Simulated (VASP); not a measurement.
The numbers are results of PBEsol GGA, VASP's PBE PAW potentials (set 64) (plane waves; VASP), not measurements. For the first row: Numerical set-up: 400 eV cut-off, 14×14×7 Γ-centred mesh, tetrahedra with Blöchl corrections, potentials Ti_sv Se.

```json
[
 {"system": "TiSe2 (1T layered)", "energy (eV/atom)": "-6.4858"},
 {"system": "Ti (hcp)", "energy (eV/atom)": "-8.3325"},
 {"system": "Se (trig)", "energy (eV/atom)": "-3.8532"}
]
```

The references are the elements' solids at the same level; no temperature or zero-point terms are added. Without a dispersion term in the relaxation, distances and binding between the weakly bound layers, chains or molecules are unreliable, and so is what depends on them.

Q: What is the formation energy per atom of TiSe2?

A: The references average (1×(-8.3325) + 2×(-3.8532))/3 = -5.3463 eV, so the formation energy is -6.4858 − (-5.3463) = -1.140 eV/atom.
